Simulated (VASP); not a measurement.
Level of theory: PBE GGA, VASP's PBE PAW potentials (set 64) (plane waves; VASP 6.6.1).

A VASP calculation is set up with these files.

File KPOINTS:
```
Automatic mesh
0
Gamma
6 6 4
0 0 0
```

INCAR:
```
# general
SYSTEM  =  AlN
PREC    =  Accurate
ENCUT   =  520   # plane-wave cut-off (eV)
LREAL   =  F
LASPH   =  T

# electronic loop
EDIFF   =  1E-6   # SCF stop (eV)
NELM    =  100   # most electronic steps
ALGO    =  Normal   # blocked Davidson

# smearing
ISMEAR  =  0   # Gaussian
SIGMA   =  0.05

# functional
GGA     =  PE   # PBE

# spin
ISPIN   =  2   # spin-polarised
MAGMOM  =  4*1.0

# ions
ISIF    =  2

# output
LWAVE   =  F
LCHARG  =  F
```

**POSCAR**
```
AlN
3.17220
  0.5000000000  -0.8660254713   0.0000000000
  0.5000000000   0.8660254713   0.0000000000
  0.0000000000   0.0000000000   1.6012861736
Al N
2 2
Cart
  0.5000000000  -0.2886757344   0.8006430868
  0.5000000000   0.2886757344   0.0000000000
  0.5000000000  -0.2886757344   1.4123344051
  0.5000000000   0.2886757344   0.6116913183
```

POTCAR, in this order: Al N (PBE.64 set). Program: vasp_std.

The run wrote:

### OUTCAR
```
 ion  position               nearest neighbor table
   1  0.667  0.333  0.500-   4 1.93   4 1.93   4 1.93   3 1.94   2 3.13   2 3.13   2 3.13   2 3.13
                             2 3.13   2 3.13
   2  0.333  0.667  0.000-   3 1.93   3 1.93   3 1.93   4 1.94   1 3.13   1 3.13   1 3.13   1 3.13
                             1 3.13   1 3.13
   3  0.667  0.333  0.882-   2 1.93   2 1.93   2 1.93   1 1.94
   4  0.333  0.667  0.382-   1 1.93   1 1.93   1 1.93   2 1.94
  LATTYP: Found a hexagonal cell.
 ALAT       =     3.1722001854
 C/A-ratio  =     1.6012860800
 Subroutine PRICEL returns:
 Original cell was already a primitive cell.
 Subroutine GETGRP returns: Found 12 space group operations
The static configuration has the point symmetry C_3v.
 The point group associated with its full space group is C_6v.
The dynamic configuration has the point symmetry C_3v.
The overall configuration has the point symmetry C_3v.
 Subroutine INISYM returns: Found 12 space group operations
 Subroutine IBZKPT returns following result:
 Found     21 irreducible k-points:

 Following reciprocal coordinates:
            Coordinates               Weight
  0.000000  0.000000  0.000000      1.000000
  0.166667  0.000000  0.000000      6.000000
  0.333333  0.000000  0.000000      6.000000
  0.500000  0.000000  0.000000      3.000000
  0.166667  0.166667  0.000000      6.000000
  0.333333  0.166667  0.000000     12.000000
  0.333333  0.333333  0.000000      2.000000
  0.000000  0.000000  0.250000      2.000000
  0.166667  0.000000  0.250000     12.000000
  0.333333  0.000000  0.250000     12.000000
  0.500000  0.000000  0.250000      6.000000
  0.166667  0.166667  0.250000     12.000000
  0.333333  0.166667  0.250000     24.000000
  0.333333  0.333333  0.250000      4.000000
  0.000000  0.000000  0.500000      1.000000
  0.166667  0.000000  0.500000      6.000000
  0.333333  0.000000  0.500000      6.000000
  0.500000  0.000000  0.500000      3.000000
  0.166667  0.166667  0.500000      6.000000
  0.333333  0.166667  0.500000     12.000000
  0.333333  0.333333  0.500000      2.000000
   k-points           NKPTS =     21   k-points in BZ     NKDIM =     21   number of bands    NBANDS=     14
   number of dos      NEDOS =    301   number of ions     NIONS =      4
   total plane-waves  NPLWV =  23040
   dimension x,y,z NGX =    24 NGY =   24 NGZ =   40
   dimension x,y,z NGXF=    48 NGYF=   48 NGZF=   80
   ions per type =               2   2
   PREC   = accura    normal or accurate (medium, high low for compatibility)
   ISTART =      0    job   : 0-new  1-cont  2-samecut
   ICHARG =      2    charge: 1-file 2-atom 10-const
   ISPIN  =      2    spin polarized calculation?
   LNONCOLLINEAR =      F non collinear calculations
   LSORBIT =      F    spin-orbit coupling
   INIWAV =      1    electr: 0-lowe 1-rand  2-diag
   ENCUT  =  520.0 eV  38.22 Ry    6.18 a.u.   5.90  5.90  9.44*2*pi/ulx,y,z
   NELM   =    100;   NELMIN=  2; NELMDL= -5     # of ELM steps
   EDIFF  = 0.1E-05   stopping-criterion for ELM
   LREAL  =      F    real-space projection
   NLSPLINE    = F    spline interpolate recip. space projectors
   LMAXMIX     =    2 max onsite mixed and CHGCAR
   VOSKOWN=      0    Vosko Wilk Nusair interpolation
   EDIFFG = 0.1E-04   stopping-criterion for IOM
   NSW    =      0    number of steps for IOM
   NBLOCK =      1;   KBLOCK =      1    inner block; outer block
   IBRION =     -1    ionic relax: 0-MD 1-quasi-New 2-CG
   NFREE  =      0    steps in history (QN), initial steepest desc. (CG)
   ISIF   =      2    stress and relaxation
   ISYM   =      2    0-nonsym 1-usesym 2-fastsym
   TEIN   =    0.0    initial temperature
   TEBEG  =    0.0;   TEEND  =   0.0 temperature during run
   SMASS  =  -3.00    Nose mass-parameter (am)
   PSTRESS=    0.0 pullay stress
...
```

**OSZICAR**
```
       N       E                     dE             d eps       ncg     rms          rms(c)
DAV:   1     0.482822171993E+02    0.48282E+02   -0.77463E+03  1176   0.102E+03
DAV:   2    -0.286965934182E+02   -0.76979E+02   -0.70636E+02  1680   0.202E+02
DAV:   3    -0.328146252944E+02   -0.41180E+01   -0.41005E+01  1572   0.486E+01
DAV:   4    -0.328455048344E+02   -0.30880E-01   -0.30876E-01  1326   0.491E+00
DAV:   5    -0.328459111446E+02   -0.40631E-03   -0.40630E-03  1566   0.569E-01    0.146E+01
DAV:   6    -0.296558559049E+02    0.31901E+01   -0.13600E+01  1434   0.269E+01    0.445E+00
DAV:   7    -0.297520983517E+02   -0.96242E-01   -0.82416E-01  1278   0.659E+00    0.299E+00
DAV:   8    -0.297425477266E+02    0.95506E-02   -0.41649E-02  1332   0.189E+00    0.167E+00
DAV:   9    -0.297391219102E+02    0.34258E-02   -0.81947E-03  1326   0.987E-01    0.475E-01
DAV:  10    -0.297386430421E+02    0.47887E-03   -0.30490E-03  1530   0.377E-01    0.207E-01
DAV:  11    -0.297389322382E+02   -0.28920E-03   -0.85436E-04  1338   0.201E-01    0.835E-02
DAV:  12    -0.297390171430E+02   -0.84905E-04   -0.11976E-04  1314   0.108E-01    0.218E-02
DAV:  13    -0.297390232969E+02   -0.61539E-05   -0.18729E-05  1536   0.360E-02    0.627E-03
DAV:  14    -0.297390246900E+02   -0.13931E-05   -0.14220E-06  1100   0.102E-02    0.325E-03
DAV:  15    -0.297390253236E+02   -0.63368E-06   -0.85069E-07   954   0.708E-03
   1 F= -.29739025E+02 E0= -.29739025E+02  d E =-.493526E-14  mag=    -0.0000
```

### OUTCAR
```
------------------------ aborting loop because EDIFF is reached ----------------------------------------
  FORCE on cell =-STRESS in cart. coord.  units (eV):
  Direction    XX          YY          ZZ          XY          YZ          ZX
  --------------------------------------------------------------------------------------
  Total       -2.0668203     -2.0668206     -1.8843203      0.0000000     -0.0000000      0.0000000
  in kB      -74.8052355    -74.8052472    -68.1999432      0.0000000     -0.0000000      0.0000000
  external PRESSURE =     -72.6034753 kB  Pullay stress =       0.0000000 kB
  volume of cell :       44.27
      direct lattice vectors                 reciprocal lattice vectors
     1.586100000 -2.747206000  0.000000000     0.315238636 -0.182003097  0.000000000
     1.586100000  2.747206000  0.000000000     0.315238636  0.182003097  0.000000000
     0.000000000  0.000000000  5.079600000     0.000000000  0.000000000  0.196865895
  FREE ENERGIE OF THE ION-ELECTRON SYSTEM (eV)
  ---------------------------------------------------
  free  energy   TOTEN  =       -29.7390253236 eV

  energy  without entropy=      -29.7390253236  energy(sigma->0) =      -29.73902532
```
(Selected blocks of OUTCAR.)

The moments were started parallel, and other spin orders were not tried in this run.

The compound is AlN in the wurtzite structure. The cell was not relaxed at this level.
